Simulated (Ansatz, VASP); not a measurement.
# AgF: VASP beside Ansatz

Aim: how closely do two programs agree when they are given the same cell, functional and k mesh? The cell is generated by rule, not measured, and may not be a known phase. The cell is taken from a series of runs on this material, whose earlier steps may have relaxed, scaled, displaced or heated it; both programs get it as it stands.

Main program and level: Ansatz 0.2.0; plane waves, with VASP 6.6.1 beside it; zone-centre phonons at PBEsol.

The structure was built from a prototype and need not be the compound's stable phase.

## Step 1: The starting structure

The structure is hexagonal, space group P6_3/mmc (No. 194). The conventional cell has a = 2.916 Å, b = 2.916 Å, c = 7.100 Å, α = 90.00°, β = 90.00°, γ = 120.00°. Nearest to Ag lie 6 F at 2.45 Å. F has 6 Ag at 2.45 Å nearest. Farther neighbours and most contacts between anions are not listed.

## Step 2: Ansatz: zone-centre phonons, PBEsol

Ansatz runs on its default PAW (the set named soft_2) files.

Second derivatives magnify differences that forces hide, and they need a tight electronic threshold.

Contents of input.yaml:

```yaml
crystal:
  lattice:
    - [2.9158985258, 2.4743e-06, 0.0]
    - [-1.4579514057, 2.5252409611, 0.0]
    - [0.0, 0.0, 7.1003086125]
  atoms:
    - { symbol: Ag, position: [0.0, 0.0, 0.0] }
    - { symbol: Ag, position: [0.0, 0.0, 0.5] }
    - { symbol: F, position: [0.3333333333, 0.6666666667, 0.25] }
    - { symbol: F, position: [0.6666666667, 0.3333333333, 0.75] }
kpoints:
  mp_grid: { grid: [15, 15, 6] }
hamiltonian:
  xc: pbesol
scf:
  occupations: { method: methfessel_paxton, width: 0.15 }
output:
  eigenvalues: true
phonons:
  method: dfpt
```

Started as:

```sh
$ ansatz run input.yaml --threads 8 --pin off --max-ram 14336MiB --backend cpu --events-out ev --progress --plain --runs-dir out
```

Numbers of over 12 decimals in the logs are rounded to 6 here.

The program printed:

```text
Engine: ansatz 0.2.0, aarch64-unknown-linux-gnu
Pseudopotentials: kind: paw
Pseudopotential: Ag, paw, valence charge 19, recommended cutoff 420 eV (normal), Ag.paw.azcp
Pseudopotential: F, paw, valence charge 7, recommended cutoff 420 eV (normal), F.paw.azcp
Functional definition: PBEsol
  exchange = pbesol_x
  correlation = pbesol_c
Crystal: 4 atoms, lattice volume = 52.282 Å³
Basis set: ecut = 420 eV, 1019 PW (Γ), exchange–correlation on 40×40×96 points (8 copies of the dense FFT grid, shifted against one another)
Bands: 32, of which v1, the nominal top of the filled ones, is band 26 counted from 1 (25 counted from 0)
Symmetry: 24 space group operations
k-points: 368 of 1350 (irreducible under 2 space group operations, time reversal used)
Non-local potential: Ag, projectors of the file, l = 0: 3, l = 1: 2, l = 2: 2, l = 3: 1
Non-local potential: F, projectors of the file, l = 0: 2, l = 1: 2, l = 2: 1
PAW form: soft (Blöchl's): semilocal exchange-correlation on the pseudo side does not see the compensation charge
PAW frozen core: Ag, regenerated for the run's functional, and the local potential with it (the file was generated under x = pbe(κ = 0.804, μ = 0.219515), c = pbe(β = 0.066725))
PAW frozen core: F, regenerated for the run's functional, and the local potential with it (the file was generated under x = pbe(κ = 0.804, μ = 0.219515), c = pbe(β = 0.066725))
PAW one-centre angular grid: Ag, 590 points (default); XC on 64 Gauss nodes
PAW one-centre angular grid: F, 110 points (default); XC on 64 Gauss nodes
Initial density: superposition of atomic densities (neutral atoms: chi_scale 0, normalization atom), corrected by the library's trained network
Initial wavefunctions: pseudopotential atomic-orbital guess
Functional: x = pbesol(κ = 0.804, μ = 0.123457), c = pbesol(β = 0.046)
SCF iter   1: F=—  HF=-16643.137757 eV  |F-HF|=—  |Δ(HF+E_count)|=         —  Δρ=1.81e-2  dr2=1.18e-1  ethr=1.77e-3  ⟨swp⟩=5.1  Hψ=40600  notcnv=0
preconditioner: auto → LDOS  [metal: Δε(μ)=0.003 eV  Ē_g=13.562 eV  σ=0.150 eV  W_gap=0.02  n_scr=24 (ndim 8)  ℏωp=30.8 eV  f_vac=0.020  D(μ)=1.19/eV (n_scr^D=4)  β→1.0]
SCF iter   2: F=—  HF=-16643.167514 eV  |F-HF|=—  |Δ(HF+E_count)|=   2.98e-2  S|Δr|=    0.00e0  Δρ=2.38e-2  dr2=1.92e-1  ethr=2.26e-4  ⟨swp⟩=2.0  Hψ=25154  notcnv=0  defer=605
SCF iter   3: F=—  HF=-16643.111387 eV  |F-HF|=—  |Δ(HF+E_count)|=   5.61e-2  S|Δr|=    0.00e0  Δρ=7.01e-3  dr2=1.59e-2  ethr=2.26e-4  ⟨swp⟩=2.0  Hψ=18452  notcnv=0  defer=605
SCF iter   4: F=—  HF=-16643.106510 eV  |F-HF|=—  |Δ(HF+E_count)|=   4.88e-3  S|Δr|=    0.00e0  Δρ=6.49e-4  dr2=1.91e-4  ethr=3.05e-5  ⟨swp⟩=2.0  Hψ=17591  notcnv=0  defer=605
SCF iter   5: F=—  HF=-16643.106477 eV  |F-HF|=—  |Δ(HF+E_count)|=   3.25e-5  S|Δr|=    0.00e0  Δρ=7.05e-5  dr2=1.20e-6  ethr=3.66e-7  ⟨swp⟩=2.4  Hψ=17885  notcnv=0  defer=605
SCF iter   6: F=—  HF=-16643.106480 eV  |F-HF|=—  |Δ(HF+E_count)|=   2.84e-6  S|Δr|=    0.00e0  Δρ=6.81e-6  dr2=1.46e-8  ethr=2.30e-9  ⟨swp⟩=2.0  Hψ=18994  notcnv=0  defer=596
SCF iter   7: F=—  HF=-16643.106480 eV  |F-HF|=—  |Δ(HF+E_count)|=   3.13e-9  S|Δr|=    0.00e0  Δρ=8.24e-7  dr2=1.87e-10  ethr=2.80e-11  ⟨swp⟩=2.9  Hψ=21693  notcnv=0  defer=596
SCF iter   8: F=-16643.106480 eV  HF=-16643.106480 eV  |F-HF|=3.64e-12  |Δ(HF+E_count)|=  9.09e-11  S|Δr|=    0.00e0  Δρ=1.03e-7  dr2=2.69e-12  ethr=1.00e-12  ⟨swp⟩=9.0  Hψ=55679  notcnv=0
SCF 1 converged in 8 iterations: F = -16643.106480 eV  dr2 = 2.69e-12
  greatest PAW one-centre occupation: 1.001 electrons in one spin orbital (limit 2), on the Ag atom at site 1 (counted from 0), in its partial waves of l = 0
DFPT response loops at Γ: preconditioner auto → Kerker (q_TF=auto, 2.726 Å⁻¹) (partly filled bands, converged f_vac=0.019); β = 1.00, the filter's whole step (`scf.mixing.beta` (0.50) is not read by the response loops under this deck's `scf.mixing.preconditioner`; to damp them name `kerker` or `kerker_dos`, under which they read `scf.mixing.beta`, and type it under 1.00, their step now; both keys bind the ground state too); Broyden in place of MSR1
SCF converged after 8 iterations
Stability not checked: this state was not tested for a lower state beside it, because cold or Methfessel-Paxton smearing, or corrected tetrahedra, fill the levels in a way that the test cannot read (fill_not_monotonic; see scf.lower_state_search)
Free energy (F): -16643.106480 eV
Harris-Foulkes:  -16643.106480 eV  (|F-HF|=3.64e-12)
Internal energy: -16643.110282 eV  (E = F + TS)
E sigma→0 (E₀):  -16643.107431 eV
Entropy (-TS):   0.003802 eV (0.950 meV/atom)
Fermi energy:    10.997256 eV
--- Per-component energies (eV) ---
  E_band       = -591.302285
  E_kinetic    = 1466.481214
  E_local      = -5735.994851  (includes V_loc(G=0)·N_el)
  E_nonlocal   = 320.619871
  E_hartree    = 2492.854417
  E_xc         = -520.576340
  E_vxc        = -666.200869  (∫ρ·V_xc dr)
  E_paw        = -8061.584117  (= ΣΔE_a)
  E_vpaw       = -961.920913  (= ΣTr[D̂ρ^β])
  E_aug_tail   = 0.004447  (compensation charges beyond the density's cutoff)
  E_ewald      = -6605.645286
  E_core_change = 0.730363  (= ΣΔE_core)
  E_smearing   = 0.003802  (= −TS)
  E_closure    = 0.000000  (closes the sum)
  Σ components = -16643.106480   (vs F -16643.106480, Δ=0.00e0)
--- Band table (eV; the first three rows and the last of 368) ---
  k-point 0: bands = [... 22 lower, 9.7251, 9.7251, 10.4418, 10.4418, 10.5870, 14.7348, 16.8552, 23.1818, ... 2 higher]
  k-point 1: bands = [... 22 lower, 9.7747, 9.7747, 10.3985, 10.3985, 10.8035, 14.1869, 17.4590, 22.4912, ... 2 higher]
  k-point 2: bands = [... 22 lower, 9.9137, 9.9137, 10.2761, 10.2761, 11.3955, 13.2133, 18.6065, 21.2288, ... 2 higher]
  k-point 367: bands = [... 22 lower, 10.0818, 10.3272, 10.3400, 10.7783, 15.2173, 16.0588, 21.4998, 21.7092, ... 2 higher]
--- Phonons (Γ-DFPT): 4 representative perturbations + reference, on 368 of 1350 k-points (Σ response iterations 14) ---
  k mesh reduced under 2 symmetry operations, with k and −k counted as one. Each operation leaves every solved perturbation unchanged. A smaller set is not used because it would not reduce the number of displacements times k-points to solve
  ASR residual: 5.137e-5 → 0.000e0 eV/Å²; symmetrization residual: 1.117e-4 eV/Å²
  ASR residual per site (eV/Å²): 2.76e-5 2.76e-5 5.14e-5 5.14e-5
  Γ frequencies (cm⁻¹): -39.47 -39.47 0.00 0.00 0.00 34.37 34.37 94.56 94.56 174.53 278.44 337.91
  non-analytic LO–TO correction: not included (Born effective charges unavailable; polar crystals: no LO–TO splitting at Γ)
```

(Continued in part 2 of 2.)

[Lines on the potential files, build, host, timing and source positions are cut from VASP's logs without a mark.]

[Logs are printed without paths, hosts, clocks, repeated set-up lines and the standing remarks that a program may print on its own settings, such as how far it seeks lower states.]

[Hosts, paths, dates, database ids (printed as entryN), source tags and the programs' standing remarks are cut or masked in the printed files.]
